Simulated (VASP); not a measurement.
Set up this calculation in VASP 6.6.1, as the native input.

* Task: relaxation of the atoms
* Functional: PBE
* Dispersion: D3(BJ)
* Potentials or basis: VASP PAW PBE potentials, release 64 (Ir)
* Cutoff: 600 eV
* k mesh: 16 × 16 × 16
* Occupations: methfessel-paxton, width 0.1 eV
* Spin: no spin polarisation
* Further INCAR settings: ALGO = Normal; EDIFF = 1e-07; IBRION = 2; EDIFFG = -0.01; NSW = 40

The structure of Ir lies in POSCAR:

```
Ir                                      
1.0
    0.0000000000      1.8959851284      1.8959851284
    1.8959851284      0.0000000000      1.8959851284
    1.8959851284      1.8959851284      0.0000000000
  Ir            
     1
Direct
     0.0000000000000000    0.0000000000000000    0.0000000000000000
```

The cell isn't the ideal one: a relaxed cell with its volume scaled by 0.96.

These files were run (other wordings do the same):

INCAR

```
PREC     = Accurate       # precision mode
ENCUT    = 600            # plane-wave cutoff, eV
EDIFF    = 1E-7           # SCF threshold, eV
ISMEAR   = 1              # smearing method
SIGMA    = 0.1            # smearing width, eV
LREAL    = F              # projectors in reciprocal space
LASPH    = T              # aspherical terms in the spheres
NELM     = 80             # most SCF steps
ALGO     = Normal         # electronic algorithm
ISIF     = 2              # what is computed and relaxed
LWAVE    = F              # write WAVECAR
LCHARG   = F              # write CHGCAR
GGA      = PE             # functional
IVDW     = 12             # dispersion correction
IBRION   = 2              # ionic algorithm
NSW      = 40             # ionic steps
EDIFFG   = -0.01          # ionic threshold
```

KPOINTS

```
Automatic mesh
0
Gamma
  16 16 16
```

Potentials or basis: VASP PAW PBE potentials, release 64 (Ir).

Launch:

```bash
$ cat potpaw_PBE.64/Ir/POTCAR > POTCAR
$ mpirun -np 1 vasp_std > vasp.out
```

It gave:

* Pressure after relaxing: 16.9 GPa
* Band gap on the k mesh: none (metal or under the smearing width)
* Dispersion energy per atom: -0.764 eV

Caveat: the relaxation stopped at its first step, so nothing moved; pairwise dispersion overbinds metals, which lowers pressure and volume.

Wall time 11 s on 1 thread of AMD EPYC 9R45 96-Core Processor (Zen 5) (shared host), peak memory 0.14 GiB.
